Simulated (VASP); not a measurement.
Write the native input for VASP 6.6.1 that does the following.

```yaml
Task: relaxation of cell and atoms
Functional: PBE
Potentials_or_basis: VASP PAW PBE potentials, release 64 (Hf_pv, Ti_sv, S)
Cutoff: 520 eV
k_mesh: 3 × 3 × 2
Occupations: gaussian, width 0.15 eV
Spin: no spin polarisation
Further_INCAR_settings: PREC = Normal; ALGO = Fast; EDIFF = 0.0001; IBRION = 2; EDIFFG = -0.08; NSW = 24; ISIF = 3
```

The structure of HfTi2S5 lies in POSCAR:

```
HfTi2S5
1.0
    4.6186861700      0.0000000000      0.0000000000
    0.0000000000      4.6186861700      0.0000000000
    0.0000000000      0.0000000000      8.9981806000
Hf Ti S
1 2 5
Direct
    0.5000000000      0.5000000000      0.5000000000
    0.5000000000      0.5000000000      0.2457404900
    0.5000000000      0.5000000000      0.7542595100
    0.7530409700      0.7530409700      0.0000000000
    0.2469590300      0.2469590300      0.0000000000
    0.2469590300      0.7530409700      0.0000000000
    0.7530409700      0.2469590300      0.0000000000
    0.0000000000      0.0000000000      0.5000000000
```

The cell was built by a generator and needn't be a form met in nature.

These files were run (other wordings do the same):

INCAR

```
SYSTEM = HfTi2S5
  PREC = Normal
  ENCUT = 520
  EDIFF = 1E-4
  ISMEAR = 0
  SIGMA = 0.15
  LREAL = .False.
  LASPH = .True.
  NELM = 60
  ALGO = Fast
  ISIF = 3
  LWAVE = .False.
  LCHARG = .False.
  GGA = PE
  IBRION = 2
  NSW = 24
  EDIFFG = -0.08
```

KPOINTS

```
Automatic mesh
0
Gamma
  3 3 2
  0 0 0
```

Potentials or basis: VASP PAW PBE potentials, release 64 (Hf_pv, Ti_sv, S).

The run is started by

```console
$ cat potpaw_PBE.64/Hf_pv/POTCAR potpaw_PBE.64/Ti_sv/POTCAR potpaw_PBE.64/S/POTCAR > POTCAR
$ mpirun -np 1 vasp_std > vasp.out
```

Results of the run:

```
Relaxed volume                         : 26.44 Å³/atom
Relaxed cell                           : a = 5.074 Å, b = 5.074 Å, c = 8.216 Å, α = 90.00°, β = 90.00°, γ = 90.00°
Space group after relaxing (to 0.05 Å) : P4/mmm (No. 123)
Energy gained by relaxing              : 408.7 meV/atom
Ionic steps                            : 8
Pressure after relaxing                : 0.1 GPa
Largest force after relaxing           : 0.044 eV/Å
Band gap on the k mesh                 : none (metal or under the smearing width)
```

Caveat: the k mesh is coarse (spacing up to 0.45 Å⁻¹), so the values aren't converged; the relaxation stopped at a loose force limit of 0.08 eV/Å, so its end isn't a converged minimum.

It took 6.2 min on 1 thread of Intel(R) Xeon(R) Platinum 8488C (Sapphire Rapids), on a shared host, peak memory 0.22 GiB.
